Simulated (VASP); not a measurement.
Here is the system:

```
CELL_PARAMETERS angstrom
      0.00000     8.84103    -0.02416
      4.35686     0.00000     0.00000
      0.00000    -5.71847    -8.35096
ATOMIC_POSITIONS crystal
  Ag 0.50000 0.48941 0.75000
  Ag 0.50000 0.51059 0.25000
  Te 0.30287 0.97982 0.29694
  Te 0.69713 0.97982 0.20306
  Te 0.69713 0.02018 0.70306
  Te 0.30287 0.02018 0.79694
  Te 0.81097 0.57502 0.04913
  Te 0.18903 0.57502 0.45087
  Te 0.18903 0.42498 0.95087
  Te 0.81097 0.42498 0.54913
  Au 0.00000 0.00000 0.00000
  Au 0.00000 0.00000 0.50000
```

All values below come from PBEsol GGA, VASP's PBE PAW potentials (set 64) (plane waves; VASP 6.6.1). Run with 400 eV cut-off, 5×8×4 Γ-centred mesh, tetrahedra with Blöchl corrections, potentials Ag Te Au.

Unless said otherwise, spin-orbit coupling is left out, though it shifts the bands of the heavy elements here.

Q: Estimate the energy per atom (σ→0), band gap (on the k-mesh) with the smallest direct gap where there is one.

A: 
```
Item                                                        Result
------------------------  ----------------------------------------
band gap (on the k-mesh)  none (metal, semimetal or under 0.01 eV)
energy per atom (σ→0)                               -3.625 eV/atom
```

The compound is AgTe4Au in the sg13 structure. It was relaxed first.
